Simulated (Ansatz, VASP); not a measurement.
# SiO2 (SiO2 (P3_221)): VASP beside Ansatz

Wanted: the spread between two codes on one cell, functional and k mesh. The cell is taken from a series of runs on this material, whose earlier steps may have relaxed, scaled, displaced or heated it; both programs get it as it stands.

Main program and level: Ansatz 0.2.0; plane waves, with VASP 6.6.1 beside it; single point at PBE0.

## Step 1: The starting structure

The structure is trigonal, space group P3_221 (No. 154). Conventional cell: a = 4.948 Å, b = 4.948 Å, c = 5.441 Å, α = 90.00°, β = 90.00°, γ = 120.00°. Si has 4 O at 1.61 Å nearest. O has 2 Si at 1.61 Å nearest. Farther neighbours and most contacts between anions are not listed.

## Step 2: Ansatz: single point, PBE0

Ansatz runs on its PAW soft_1 files.

A single point gives forces, pressure and levels at one fixed geometry, so differences don't come from the geometry; what else differs is listed under the comparison.

input.yaml

```yaml
crystal:
  lattice:
    - [4.94823701, 0.0, 0.0]
    - [-2.4741185, 4.28529895, 0.0]
    - [0.0, 0.0, 10.88248216]
  atoms:
    - { symbol: Si, position: [-2.775557561563e-17, 0.4731003074389, 0.1666666666667] }
    - { symbol: Si, position: [0.5268996925611, 0.5268996925611, -3.297320161293e-20] }
    - { symbol: Si, position: [0.4731003074389, 2.256028104247e-19, 0.3333333333333] }
    - { symbol: O, position: [0.1523841474568, 0.7377183197207, 0.2717559832166] }
    - { symbol: O, position: [0.5853341722638, 0.8476158525432, 0.4384226498832] }
    - { symbol: O, position: [0.2622816802793, 0.4146658277362, 0.1050893165499] }
    - { symbol: O, position: [0.4146658277362, 0.2622816802793, 0.3949106834501] }
    - { symbol: O, position: [0.8476158525432, 0.5853341722638, 0.06157735011678] }
    - { symbol: O, position: [0.7377183197207, 0.1523841474568, 0.2282440167834] }
    - { symbol: Si, position: [-2.775557561563e-17, 0.4731003074389, 0.6666666666667] }
    - { symbol: Si, position: [0.5268996925611, 0.5268996925611, 0.5] }
    - { symbol: Si, position: [0.4731003074389, 2.256028104247e-19, 0.8333333333333] }
    - { symbol: O, position: [0.1523841474568, 0.7377183197207, 0.7717559832166] }
    - { symbol: O, position: [0.5853341722638, 0.8476158525432, 0.9384226498832] }
    - { symbol: O, position: [0.2622816802793, 0.4146658277362, 0.6050893165499] }
    - { symbol: O, position: [0.4146658277362, 0.2622816802793, 0.8949106834501] }
    - { symbol: O, position: [0.8476158525432, 0.5853341722638, 0.5615773501168] }
    - { symbol: O, position: [0.7377183197207, 0.1523841474568, 0.7282440167834] }
basis:
  ecutwfc: 420.0
  ecutrho_ratio: 4
  xc_grid: 2
  fft_grid_basis: typed
  precision: f64
kpoints:
  mp_grid: { grid: [2, 2, 1] }
hamiltonian:
  xc: pbe0
  pseudopotentials:
    kind: paw
    azcp: { folder: soft_1, O: "soft_1/O.paw.azcp", Si: "soft_1/Si.paw.azcp" }
scf:
  max_iter: 80
  occupations: { method: fixed }
output:
  forces: true
checkpoint:
  write: "../host.hyb2.run"
  compress: false
  write_wavefunctions: true
  write_every: 100000
```

Launch:

```bash
> ansatz run input.yaml --threads 8 --pin off --max-ram 18841MiB --backend cpu --events-out ev --progress --plain --runs-dir out
```

Numbers of over 12 decimals in the logs are rounded to 6 here.

Output:

```text
Engine: ansatz 0.2.0, aarch64-unknown-linux-gnu
Pseudopotentials: kind: paw
Pseudopotential: Si, paw, valence charge 4, recommended cutoff 420 eV (normal), soft_1/Si.paw.azcp
Pseudopotential: O, paw, valence charge 6, recommended cutoff 420 eV (normal), soft_1/O.paw.azcp
Functional definition: PBE0
  parameter a = 0.25
  parameter kappa = 0.804
  parameter beta = 0.066725
  exchange = (1 - a)*pbe_x(kappa = kappa, mu = beta*pi^2/3) + a*exact_x
  correlation = pbe_c(beta = beta)
davidson cushion auto → on  (no smearing: the cushion is to keep the highest requested band from converging to the state above it; pin scf.eigensolver.cushion to override)
Crystal: 18 atoms, lattice volume = 230.759 Å³
Basis set: ecut = 420 eV, 4483 PW (Γ), exchange–correlation on 72×72×150 points (8 copies of the dense FFT grid, shifted against one another)
Bands: 66, of which v1, the nominal top of the filled ones, is band 48 counted from 1 (47 counted from 0)
Symmetry: 12 space group operations
Space group: P3221 (ITA 154), of the structure as read, at distance tolerance 6.1e-5 Å
k-points: 2 of 4
Non-local potential: Si, projectors of the file, l = 0: 2, l = 1: 2, l = 2: 1
Non-local potential: O, projectors of the file, l = 0: 2, l = 1: 2, l = 2: 1
PAW form: soft (Blöchl's): semilocal exchange-correlation on the pseudo side does not see the compensation charge
PAW frozen core: Si, regenerated for the run's functional, and the local potential with it (the file was generated under x = pbe(κ = 0.804, μ = 0.219515), c = pbe(β = 0.066725))
PAW frozen core: O, regenerated for the run's functional, and the local potential with it (the file was generated under x = pbe(κ = 0.804, μ = 0.219515), c = pbe(β = 0.066725))
PAW one-centre angular grid: Si, 110 points (default); XC on 64 Gauss nodes
PAW one-centre angular grid: O, 110 points (default); XC on 64 Gauss nodes
Initial density: superposition of atomic densities (chi_scale 0.1, normalization cell, long waves kept (reshape's long-wave potential 0.01 eV rms))
Initial wavefunctions: pseudopotential atomic-orbital guess
Functional: x = pbe(κ = 0.804, μ = 0.219515), c = pbe(β = 0.066725), warm-up for x = 0.75 pbe(κ = 0.804, μ = 0.219515) + 0.25 exact, c = pbe(β = 0.066725)
SCF iter   1: F=—  HF=-10654.522076 eV  |F-HF|=—  |Δ(HF+E_count)|=         —  Δρ=1.35e-1  dr2=3.72e1  ethr=1.00e-1  ⟨swp⟩=6.0  Hψ=489  notcnv=0
preconditioner: auto → none  [insulator: Δε(μ)=7.372 eV  Ē_g=18.206 eV  n_scr=50 (ndim 8)  ℏωp=24.0 eV  f_vac=0.005]
SCF iter   2: F=—  HF=-10645.406056 eV  |F-HF|=—  |Δ(HF+E_count)|=    9.12e0  Δρ=6.80e-2  dr2=4.48e0  ethr=3.87e-2  ⟨swp⟩=3.5  Hψ=383  notcnv=0
SCF iter   3: F=—  HF=-10644.309743 eV  |F-HF|=—  |Δ(HF+E_count)|=    1.10e0  Δρ=2.17e-2  dr2=4.53e-1  ethr=4.67e-3  ⟨swp⟩=4.0  Hψ=342  notcnv=0
iter 4 solved again at ethr=2.00e-5 eV; its pass at ethr=4.71e-4 eV (dr2=1.92e-2 eV) is discarded
SCF iter   4: F=—  HF=-10644.402469 eV  |F-HF|=—  |Δ(HF+E_count)|=   9.27e-2  Δρ=3.11e-3  dr2=2.17e-2  ethr=2.00e-5  ⟨swp⟩=4.5  Hψ=700  notcnv=0
SCF iter   5: F=-10644.393396 eV  HF=-10644.395490 eV  |F-HF|=2.09e-3  |Δ(HF+E_count)|=   6.98e-3  Δρ=1.18e-3  dr2=3.10e-3  ethr=2.00e-5  ⟨swp⟩=3.0  Hψ=302  notcnv=0
SCF 1 stopped early in 5 iterations: F = -10644.393396 eV  dr2 = 3.10e-3
  greatest PAW one-centre occupation: 0.861 electrons in one spin orbital (limit 2), on the O atom at site 12 (counted from 0), in its partial waves of l = 0
Initial density: handed on by an earlier stage of this run
Initial wavefunctions: those handed on with the density
Functional: x = 0.75 pbe(κ = 0.804, μ = 0.219515) + 0.25 exact, c = pbe(β = 0.066725)
Frozen-core exchange: fock
SCF iter   1: F=—  HF=-10648.671263 eV  |F-HF|=—  |Δ(HF+E_count)|=         —  Δρ=6.93e-3  dr2=9.90e-2  ethr=3.23e-5  ⟨swp⟩=8.0  Hψ=608  notcnv=0
preconditioner: auto → none  [insulator: Δε(μ)=8.560 eV  Ē_g=20.293 eV  n_scr=50 (ndim 8)  ℏωp=24.0 eV  f_vac=0.125]
SCF iter   2: F=—  HF=-10648.639076 eV  |F-HF|=—  |Δ(HF+E_count)|=   3.22e-2  Δρ=2.51e-3  dr2=1.89e-2  ethr=3.23e-5  ⟨swp⟩=3.0  Hψ=339  notcnv=0
SCF iter   3: F=—  HF=-10648.667905 eV  |F-HF|=—  |Δ(HF+E_count)|=   2.88e-2  Δρ=9.67e-4  dr2=1.84e-3  ethr=1.49e-5  ⟨swp⟩=4.5  Hψ=434  notcnv=0
SCF iter   4: F=—  HF=-10648.667639 eV  |F-HF|=—  |Δ(HF+E_count)|=   2.65e-4  Δρ=2.29e-4  dr2=1.41e-4  ethr=1.54e-6  ⟨swp⟩=3.5  Hψ=313  notcnv=0
SCF iter   5: F=—  HF=-10648.668297 eV  |F-HF|=—  |Δ(HF+E_count)|=   6.58e-4  Δρ=2.09e-4  dr2=7.11e-5  ethr=9.39e-8  ⟨swp⟩=5.0  Hψ=471  notcnv=0
SCF iter   6: F=-10648.668270 eV  HF=-10648.668270 eV  |F-HF|=5.56e-7  |Δ(HF+E_count)|=   2.69e-5  Δρ=2.05e-5  dr2=1.93e-6  ethr=7.31e-8  ⟨swp⟩=3.5  Hψ=372  notcnv=0
SCF 2 stopped early in 6 iterations: F = -10648.668270 eV  dr2 = 1.93e-6
  Residual-converged pass: ⟨swp⟩=4.5  Hψ=435  notcnv=0  max |occ|·‖R‖ = 6.3e-6 eV (tolerance 6.7e-6 eV)  dr2=2.04e-6  dr2_onsite=2.99e-8  max |Δocc| = 0.0e0
  greatest PAW one-centre occupation: 0.864 electrons in one spin orbital (limit 2), on the O atom at site 17 (counted from 0), in its partial waves of l = 0
hybrid outer 1: dexx = +4.047e-2 eV, tail = 7.27e-5 eV
Frozen-core exchange: fock
SCF iter   1: F=—  HF=-10648.668816 eV  |F-HF|=—  |Δ(HF+E_count)|=         —  Δρ=4.85e-5  dr2=1.59e-6  ethr=3.79e-7  ⟨swp⟩=4.0  Hψ=319  notcnv=0
preconditioner: auto → none  [insulator: Δε(μ)=8.556 eV  Ē_g=20.268 eV  n_scr=50 (ndim 8)  ℏωp=24.0 eV  f_vac=0.136]
SCF iter   2: F=—  HF=-10648.668818 eV  |F-HF|=—  |Δ(HF+E_count)|=   2.19e-6  Δρ=1.66e-5  dr2=3.89e-7  ethr=1.31e-9  ⟨swp⟩=6.5  Hψ=547  notcnv=0
SCF iter   3: F=—  HF=-10648.668819 eV  |F-HF|=—  |Δ(HF+E_count)|=   6.41e-7  Δρ=4.78e-6  dr2=3.01e-8  ethr=3.39e-10  ⟨swp⟩=6.5  Hψ=442  notcnv=0
SCF iter   4: F=-10648.668819 eV  HF=-10648.668819 eV  |F-HF|=5.90e-9  |Δ(HF+E_count)|=   4.07e-9  Δρ=3.14e-6  dr2=7.71e-9  ethr=2.75e-11  ⟨swp⟩=3.0  Hψ=378  notcnv=0
SCF 3 converged in 4 iterations: F = -10648.668819 eV  dr2 = 7.71e-9
  Residual-converged pass: ⟨swp⟩=3.0  Hψ=336  notcnv=0  max |occ|·‖R‖ = 1.2e-6 eV (tolerance 1.3e-6 eV)  dr2=7.91e-9  dr2_onsite=2.04e-9  max |Δocc| = 0.0e0
  greatest PAW one-centre occupation: 0.864 electrons in one spin orbital (limit 2), on the O atom at site 16 (counted from 0), in its partial waves of l = 0
hybrid outer 2: dexx = +9.035e-7 eV, tail = 4.18e-8 eV, Δε = 1.08e-3 eV (about 3.09e-5 eV left of the loop's levels), ΔF = 7.75e-4 eV/Å (tail 3.02e-4)
hybrid SCF converged: 2 outer / 10 inner (+5 warm-up), last move |dexx| = 9.04e-7 eV, tail = 4.18e-8 eV
Stability not checked: this state was not tested for a lower state beside it, because the functional holds exact exchange (a hybrid, or Hartree-Fock), whose exchange loop this test does not read (fock_operator; see scf.lower_state_search)
Free energy (F): -10648.668819 eV
Frozen-core exchange: fock
Harris-Foulkes:  -10648.668819 eV  (|F-HF|=5.90e-9)
Internal energy: -10648.668819 eV  (E = F + TS)
E sigma→0 (E₀):  -10648.668819 eV
Fermi energy:    0.556048 eV
--- Per-component energies (eV) ---
  E_band       = -645.314554
  E_kinetic    = 2350.362111
  E_local      = -5959.353020  (includes V_loc(G=0)·N_el)
  E_nonlocal   = 745.721057
  E_hartree    = 2193.352269
  E_xc         = -933.310101
  E_vxc        = -1079.458006  (∫ρ·V_xc dr)
  E_exx        = -316.788534  (= α·E_x^exact, valence–valence)
  E_paw        = -5000.079179  (= ΣΔE_a)
  E_vpaw       = -455.726477  (= ΣTr[D̂ρ^β])
  E_aug_tail   = 0.009970  (compensation charges beyond the density's cutoff)
  E_ewald      = -3727.939949
  E_core_change = -0.643436  (= ΣΔE_core)
  E_smearing   = -0.000000  (= −TS)
  E_closure    = -0.000007  (closes the sum)
  Σ components = -10648.668819   (vs F -10648.668819, Δ=0.00e0)
--- Forces (eV/Å), atoms counted from 1 ---
  atom   1  Si     0.00031396    -0.00054380     0.00000000
  atom   2  Si     0.00031396     0.00054380    -0.00000000
  atom   3  Si    -0.00062793     0.00000000    -0.00000000
  atom   4  O     -0.00029752    -0.00653014    -0.02483946
  atom   5  O     -0.00550651     0.00352273    -0.02483946
  atom   6  O      0.00580403     0.00300741    -0.02483946
  atom   7  O     -0.00029752     0.00653014     0.02483946
  atom   8  O      0.00580403    -0.00300741     0.02483946
  atom   9  O     -0.00550651    -0.00352273     0.02483946
  atom  10  Si     0.00031396    -0.00054380     0.00000000
  atom  11  Si     0.00031396     0.00054380     0.00000000
  atom  12  Si    -0.00062793     0.00000000    -0.00000000
  atom  13  O     -0.00029752    -0.00653014    -0.02483946
  atom  14  O     -0.00550651     0.00352273    -0.02483946
  atom  15  O      0.00580403     0.00300741    -0.02483946
  atom  16  O     -0.00029752     0.00653014     0.02483946
  atom  17  O      0.00580403    -0.00300741     0.02483946
  atom  18  O     -0.00550651    -0.00352273     0.02483946
  max |Σ_I F_I| component: 1.43e-16 eV/Å
--- Band table (eV) ---
  k-point 0: bands = [... 44 lower, 0.2429, 0.3998, 0.3998, 0.4670, 9.1120, 11.1196, 11.1196, 12.2027, ... 8 higher]
  k-point 1: bands = [... 44 lower, -0.0512, 0.3015, 0.3720, 0.5560, 11.4666, 12.2118, 12.3303, 12.7346, ... 8 higher]
  guard bands above this table: 6 of the run's 66 bands. The solve was not asked for them (output.publish_guard_bands: true or output.eigenvalues: true publishes all)
```

(Continued in part 2 of 2.)

[Lines on the potential files, build, host, timing and source positions are cut from VASP's logs without a mark.]

[Logs are printed without paths, hosts, clocks, repeated set-up lines and the standing remarks that a program may print on its own settings, such as how far it seeks lower states.]

[Hosts, paths, dates, database ids (printed as entryN), source tags and the programs' standing remarks are cut or masked in the printed files.]
